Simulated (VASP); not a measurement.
A cell of SiC (wurtzite) near equilibrium:

```
CELL_PARAMETERS angstrom
      1.53719    -2.66249     0.00000
      1.53719     2.66249     0.00000
      0.00000     0.00000     5.04708
ATOMIC_POSITIONS crystal
  Si 0.66667 0.33333 0.49960
  Si 0.33333 0.66667 0.99960
  C  0.66667 0.33333 0.87540
  C  0.33333 0.66667 0.37540
```

Calculation: r2SCAN meta-GGA, VASP's PBE PAW potentials (set 64) (plane waves; VASP 6.6.1).

| run | ΔE (meV/atom) | σxx | σyy | σzz | largest shear component, with its sign (GPa) |
|---|---|---|---|---|---|
| as it is | 0.0 | -0.14 | -0.14 | -0.20 | 0.00 |
| after one change | 1.3 | -0.13 | -0.12 | -0.18 | -2.66 |
Stress is in GPa, positive when the cell is compressed.

Question: What was changed between the two runs?
A) isotropic strain of -1.5 %
B) shear strain γ_yz = -2.0 %
C) isotropic strain of -4.0 %
D) shear strain γ_xz = +1.5 %

Answer: D, shear strain γ_xz = +1.5 %

The compound is SiC in the wurtzite structure, the rare 2H polytype.
